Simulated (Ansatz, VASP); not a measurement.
**Cross-check of SiTe2 between VASP and Ansatz**

One calculation is typed for both programs; each brings its own data sets. How far apart do they land? The cell is taken from a series of runs on this material, whose earlier steps may have relaxed, scaled, displaced or heated it; both programs get it as it stands.

Program: Ansatz 0.2.0. Level of theory: plane waves, with VASP 6.6.1 beside it; PBEsol. Results are calculated unless marked as measured.

**1. The starting structure**

The cell holds 3 atoms: 1 Si and 2 Te. Its edges and angles: a = 3.665 Å, b = 3.721 Å, c = 30.424 Å, α = 90.0°, β = 90.0°, γ = 119.5°. Vacuum lies along c.

**2. Ansatz: zone-centre phonons, PBEsol**

Ansatz runs on its PAW soft_1 files.

Second derivatives magnify differences that forces hide, and they need a tight electronic threshold.

Input file input.yaml:

```yaml
crystal:
  lattice:
    - [3.6648137726, 0.0, 0.0]
    - [-1.8324068863, 3.2385937012, 0.0]
    - [0.0, 0.0, 30.424]
  atoms:
    - { symbol: Si, position: [0.0, 0.0, 0.328687878] }
    - { symbol: Te, position: [0.331689167, 0.6633783339, 0.3820956438] }
    - { symbol: Te, position: [0.668310833, 0.3366216661, 0.2752801122] }
  periodic: [true, true, false]
kpoints:
  mp_grid: { grid: [15, 15, 1] }
hamiltonian:
  xc: pbesol
  pseudopotentials: { kind: paw, azcp: { folder: soft_1 }, xc_functional: pbe }
scf:
  occupations: { method: methfessel_paxton, width: 0.2 }
output:
  eigenvalues: true
phonons:
  method: dfpt
```

Run with:

```console
ansatz run input.yaml --threads 8 --pin off --max-ram 16384MiB --backend cpu --events-out ev --progress --plain --runs-dir out
```

Numbers of over 12 decimals in the logs are rounded to 6 here.

What it wrote:

```text
Warning: crystal.symmetry: narrowed to the stabiliser of the run's FFT grids — unitary ops 4 → 2. A phonons.method: dfpt run fills in the rows of the dynamical matrix that it does not solve by its symmetry operations, which is exact only for operations that map its FFT grids onto themselves: filled in by any other, the frequencies could depend on the order in which like atoms are typed, or, by more than the grids' own error, on where the crystal sits among the grids' points. Excluded: 2 operations. The run can therefore solve more perturbations, solve them on more k-points, or both, and cost more. [rest of the remark cut]
Engine: ansatz 0.2.0, aarch64-unknown-linux-gnu
Pseudopotentials: kind: paw
Pseudopotential: Si, paw, valence charge 4, recommended cutoff 420 eV (normal), soft_1/Si.paw.azcp
Pseudopotential: Te, paw, valence charge 16, recommended cutoff 420 eV (normal), soft_1/Te.paw.azcp
Functional definition: PBEsol
  exchange = pbesol_x
  correlation = pbesol_c
Crystal: 3 atoms, lattice volume = 361.098 Å³
Basis set: ecut = 420 eV, 7069 PW (Γ), exchange–correlation on 50×50×432 points (8 copies of the dense FFT grid, shifted against one another)
Bands: 22, of which v1, the nominal top of the filled ones, is band 18 counted from 1 (17 counted from 0)
Symmetry: 4 space group operations
k-points: 64 of 225 (irreducible under 2 space group operations, time reversal used)
Non-local potential: Si, projectors of the file, l = 0: 2, l = 1: 2, l = 2: 1
Non-local potential: Te, projectors of the file, l = 0: 2, l = 1: 2, l = 2: 2, l = 3: 1
PAW form: soft (Blöchl's): semilocal exchange-correlation on the pseudo side does not see the compensation charge
PAW frozen core: Si, regenerated for the run's functional, and the local potential with it (the file was generated under x = pbe(κ = 0.804, μ = 0.219515), c = pbe(β = 0.066725))
PAW frozen core: Te, regenerated for the run's functional, and the local potential with it (the file was generated under x = pbe(κ = 0.804, μ = 0.219515), c = pbe(β = 0.066725))
PAW one-centre angular grid: Si, 110 points (default); XC on 64 Gauss nodes
PAW one-centre angular grid: Te, 590 points (default); XC on 64 Gauss nodes
Initial density: superposition of atomic densities (neutral atoms: chi_scale 0, normalization atom)
Initial wavefunctions: pseudopotential atomic-orbital guess
Functional: x = pbesol(κ = 0.804, μ = 0.123457), c = pbesol(β = 0.046)
iter 1 solved again at ethr=1.80e-3 eV; its pass at ethr=3.10e-3 eV (dr2=6.47e-1 eV) is discarded
SCF iter   1: F=—  HF=-14424.692935 eV  |F-HF|=—  |Δ(HF+E_count)|=         —  Δρ=9.99e-3  dr2=6.64e-1  ethr=1.80e-3  ⟨swp⟩=1.6  Hψ=14306  notcnv=0
preconditioner: auto → LDOS  [metal: Δε(μ)=0.018 eV  Ē_g=8.666 eV  σ=0.200 eV  W_gap=0.07  n_scr=16 (ndim 8)  ℏωp=7.8 eV  f_vac=0.746  D(μ)=1.36/eV (n_scr^D=6)  β→1.0]
SCF iter   2: F=—  HF=-14424.612003 eV  |F-HF|=—  |Δ(HF+E_count)|=   8.09e-2  S|Δr|=    0.00e0  Δρ=4.41e-3  dr2=2.78e-1  ethr=1.80e-3  ⟨swp⟩=5.3  Hψ=4286  notcnv=0
SCF iter   3: F=—  HF=-14424.563666 eV  |F-HF|=—  |Δ(HF+E_count)|=   4.83e-2  S|Δr|=    0.00e0  Δρ=1.74e-3  dr2=2.56e-2  ethr=7.72e-4  ⟨swp⟩=3.4  Hψ=3880  notcnv=0
SCF iter   4: F=—  HF=-14424.558175 eV  |F-HF|=—  |Δ(HF+E_count)|=   5.49e-3  S|Δr|=    0.00e0  Δρ=2.99e-4  dr2=7.28e-4  ethr=7.12e-5  ⟨swp⟩=3.8  Hψ=3091  notcnv=0
SCF iter   5: F=—  HF=-14424.558106 eV  |F-HF|=—  |Δ(HF+E_count)|=   6.88e-5  S|Δr|=    0.00e0  Δρ=5.82e-5  dr2=1.75e-5  ethr=2.02e-6  ⟨swp⟩=3.8  Hψ=3110  notcnv=0
SCF iter   6: F=—  HF=-14424.558104 eV  |F-HF|=—  |Δ(HF+E_count)|=   1.48e-6  S|Δr|=    0.00e0  Δρ=1.45e-5  dr2=5.57e-7  ethr=4.86e-8  ⟨swp⟩=3.1  Hψ=3142  notcnv=0
SCF iter   7: F=—  HF=-14424.558147 eV  |F-HF|=—  |Δ(HF+E_count)|=   4.23e-5  S|Δr|=    0.00e0  Δρ=4.39e-6  dr2=7.43e-8  ethr=1.55e-9  ⟨swp⟩=3.7  Hψ=3566  notcnv=0
SCF iter   8: F=—  HF=-14424.558147 eV  |F-HF|=—  |Δ(HF+E_count)|=   2.73e-8  S|Δr|=    0.00e0  Δρ=1.07e-6  dr2=4.71e-9  ethr=2.07e-10  ⟨swp⟩=2.7  Hψ=2915  notcnv=0
SCF iter   9: F=—  HF=-14424.558147 eV  |F-HF|=—  |Δ(HF+E_count)|=   5.40e-9  S|Δr|=    0.00e0  Δρ=2.07e-7  dr2=1.16e-10  ethr=1.31e-11  ⟨swp⟩=3.3  Hψ=3283  notcnv=0
SCF iter  10: F=—  HF=-14424.558147 eV  |F-HF|=—  |Δ(HF+E_count)|=   3.42e-9  S|Δr|=    0.00e0  Δρ=5.31e-8  dr2=1.28e-11  ethr=1.00e-12  ⟨swp⟩=17.1  Hψ=12345  notcnv=0
SCF iter  11: F=-14424.558147 eV  HF=-14424.558147 eV  |F-HF|=3.27e-11  |Δ(HF+E_count)|=  3.89e-10  S|Δr|=    0.00e0  Δρ=9.97e-9  dr2=5.16e-13  ethr=1.00e-12  ⟨swp⟩=8.8  Hψ=7890  notcnv=0
SCF 1 converged in 11 iterations: F = -14424.558147 eV  dr2 = 5.16e-13
  greatest PAW one-centre occupation: 0.998 electrons in one spin orbital (limit 2), on the Te atom at site 2 (counted from 0), in its partial waves of l = 2
DFPT response loops at Γ: preconditioner auto → none (partly filled bands, converged f_vac=0.750); β = 0.50; Broyden in place of MSR1
SCF converged after 11 iterations
Stability not checked: this state was not tested for a lower state beside it, because cold or Methfessel-Paxton smearing, or corrected tetrahedra, fill the levels in a way that the test cannot read (fill_not_monotonic; see scf.lower_state_search)
Free energy (F): -14424.558147 eV
Harris-Foulkes:  -14424.558147 eV  (|F-HF|=3.27e-11)
Internal energy: -14424.558337 eV  (E = F + TS)
E sigma→0 (E₀):  -14424.558194 eV
Entropy (-TS):   0.000190 eV (0.063 meV/atom)
Fermi energy:    -4.746179 eV
Step filling:    the computed levels leave a gap of 0.0475 eV = 0.2 smearing widths at the electron count; against every level under it full and every level over it empty, smearing changes F+E_penalty+E_count by +0.767 meV and its σ→0 estimate by +0.720 meV
--- Per-component energies (eV) ---
  E_band       = -990.375397
  E_kinetic    = 388.070357
  E_local      = -59996.342005  (includes V_loc(G=0)·N_el)
  E_nonlocal   = 158.306055
  E_hartree    = 29753.101103
  E_xc         = -299.849197
  E_vxc        = -252.751723  (∫ρ·V_xc dr)
  E_paw        = -9684.516777  (= ΣΔE_a)
  E_vpaw       = -793.860431  (= ΣTr[D̂ρ^β])
  E_aug_tail   = 0.000211  (compensation charges beyond the density's cutoff)
  E_ewald      = 25255.890733
  E_core_change = 0.781183  (= ΣΔE_core)
  E_smearing   = 0.000190  (= −TS)
  E_closure    = 0.000000  (closes the sum)
  Σ components = -14424.558147   (vs F -14424.558147, Δ=0.00e0)
--- Band table (eV; the first three rows and the last of 64) ---
  k-point 0: bands = [... 14 lower, -5.3039, -5.1005, -4.7010, -4.5368, -3.1183, -1.5439, -1.2857, -1.2825]
  k-point 1: bands = [... 14 lower, -6.0336, -5.3815, -4.9761, -4.3944, -2.7209, -1.5928 (-1.5928°), -1.2106, -1.0476]
  k-point 2: bands = [... 14 lower, -6.8143, -5.8547, -5.7735, -4.3256, -2.6320, -1.6026 (-1.6026°), -0.9749, -0.4799]
  k-point 63: bands = [... 14 lower, -8.8297, -7.9145, -6.9845, -5.7583, -3.6474, -1.8283, -0.3529, 0.2631]
  ° read free of the cell's end (the report's vacuum.weakly_bound_levels)
--- Phonons (Γ-DFPT): 9 representative perturbations + reference, on 64 of 225 k-points (Σ response iterations 33) ---
  ASR residual: 2.810e-5 → 0.000e0 eV/Å²; symmetrization residual: 1.124e-5 eV/Å²
  The last average, over the group as it would stand without the narrowing to the FFT grids, took up to 1.127e-6 eV/Å² of the zone centre's force constants
  ASR residual per site (eV/Å²): 2.81e-5 2.47e-5 2.45e-5
  Γ frequencies (cm⁻¹): 0.00 0.00 0.00 83.76 85.01 148.60 207.51 213.65 304.71
  non-analytic LO–TO correction: not included (Born effective charges unavailable; polar crystals: no LO–TO splitting at Γ)
```

The column dr2 measures how far the density is from self-consistency, as an energy; F and HF (Harris–Foulkes) agree once it is small.

[end of part 1 of 2]

[Lines on the potential files, build, host, timing and source positions are cut from VASP's logs without a mark.]

[Logs are printed without paths, hosts, clocks, repeated set-up lines and the standing remarks that a program may print on its own settings, such as how far it seeks lower states.]

[Hosts, paths, dates, database ids (printed as entryN), source tags and the programs' standing remarks are cut or masked in the printed files.]
